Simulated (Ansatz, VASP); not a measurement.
Two plane-wave programs on TiZn3

```xyz
4
Lattice="3.8244 0.0000 0.0000 0.0000 3.8244 0.0000 0.0000 0.0000 3.8244" Properties=species:S:1:pos:R:3 pbc="T T T"
Ti    0.0000    0.0000    0.0000
Zn    0.0000    1.9122    1.9122
Zn    1.9122    0.0000    1.9122
Zn    1.9122    1.9122    0.0000
```

Alike in both runs: task single point; functional LDA; k mesh 6 × 6 × 6; occupations fermi-dirac, width 0.05 eV; no spin polarisation.

```csv
,VASP,Ansatz
version,VASP 6.6.1,Ansatz 0.2.0
potentials or method,"VASP PAW LDA potentials, release 64 (Ti_sv, Zn)","plane waves, PAW"
plane-wave cutoff (eV),520,500
valence electrons in the cell,48,48
```

```tsv
	VASP	Ansatz	Ansatz less VASP
pressure (GPa)	-1.1	-1.8	-0.64
```
